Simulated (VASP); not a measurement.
Consider the following.

```
Rh
1.0
    0.00000     1.93800     1.93800
    1.93800     0.00000     1.93800
    1.93800     1.93800     0.00000
Rh
1
Direct
  0.00000   0.00000   0.00000
```

The numbers are results of PBE GGA, VASP's PBE PAW potentials (set 64) (plane waves; VASP 6.6.1), not measurements. Numerical set-up: 400 eV cut-off, 12×12×12 Γ-centred mesh, first-order Methfessel-Paxton smearing of 0.10 eV, potentials Rh_pv.

Give the stress tensor in GPa (positive for a compressed cell).

```
-9.84   0.00   0.00
 0.00  -9.84   0.00
 0.00   0.00  -9.84
```
The pressure is its mean diagonal, -9.84 GPa.

The compound is Rh in the fcc structure. The cell was not relaxed at this level.
